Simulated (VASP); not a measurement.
OSZICAR of a VASP run on Sm2S3 (a trial cell in the Bi2Te3 structure, space group R-3m):

**OSZICAR**
```
       N       E                     dE             d eps       ncg     rms          rms(c)
DAV:   1     0.287883857220E+03    0.28788E+03   -0.17033E+04  1544   0.124E+03
DAV:   2    -0.154695094486E+02   -0.30335E+03   -0.30018E+03  1800   0.331E+02
DAV:   3    -0.308566129588E+02   -0.15387E+02   -0.15081E+02  1976   0.690E+01
DAV:   4    -0.310988466080E+02   -0.24223E+00   -0.24156E+00  1984   0.969E+00
DAV:   5    -0.311042170877E+02   -0.53705E-02   -0.53680E-02  2208   0.128E+00    0.108E+01
DAV:   6    -0.300024530679E+02    0.11018E+01   -0.49075E+00  1840   0.874E+00    0.738E+00
DAV:   7    -0.299564618390E+02    0.45991E-01   -0.49082E-01  1848   0.346E+00    0.321E+00
DAV:   8    -0.299712243256E+02   -0.14762E-01   -0.94477E-02  1984   0.146E+00    0.692E-01
DAV:   9    -0.299697946629E+02    0.14297E-02   -0.10635E-02  1984   0.519E-01    0.435E-01
DAV:  10    -0.299699430747E+02   -0.14841E-03   -0.31358E-03  1968   0.239E-01    0.113E-01
DAV:  11    -0.299699584235E+02   -0.15349E-04   -0.25947E-04  2008   0.714E-02    0.431E-02
DAV:  12    -0.299699992517E+02   -0.40828E-04   -0.59009E-05  1936   0.418E-02    0.276E-02
DAV:  13    -0.299700041258E+02   -0.48741E-05   -0.19270E-05  1752   0.209E-02    0.485E-03
DAV:  14    -0.299700041649E+02   -0.39131E-07   -0.65872E-07  1416   0.472E-03
   1 F= -.29970004E+02 E0= -.29969525E+02  d E =-.958477E-03
```

Problem. Which electronic solver shows in the log?

Solution. It is blocked Davidson (ALGO = Normal, or the opening steps of other solvers). The INCAR had ALGO = Normal.

Problem. Can the final energy be trusted as converged?

Solution. The run converged. It stopped with EDIFF = 1E-6, NELM = 100 (PBE GGA, plane waves, VASP's PBE PAW potentials (set 64)). The 4f electrons are frozen in the core of the lanthanide potential, so 4f levels, which can set the real gap, and their magnetism are missing. The cell is charged, with a uniform compensating background.

The structure was generated: Sm2S3 was put into the Bi2Te3 type (R-3m), which need not be its known phase. The cell was not relaxed at this level. The k-mesh is coarse (spacing up to 0.31 per Å, 2π included), so the numbers may not be converged in it. The run is one of a series of settings (NELECT = 40.1 against the base run), some of them coarse on purpose.
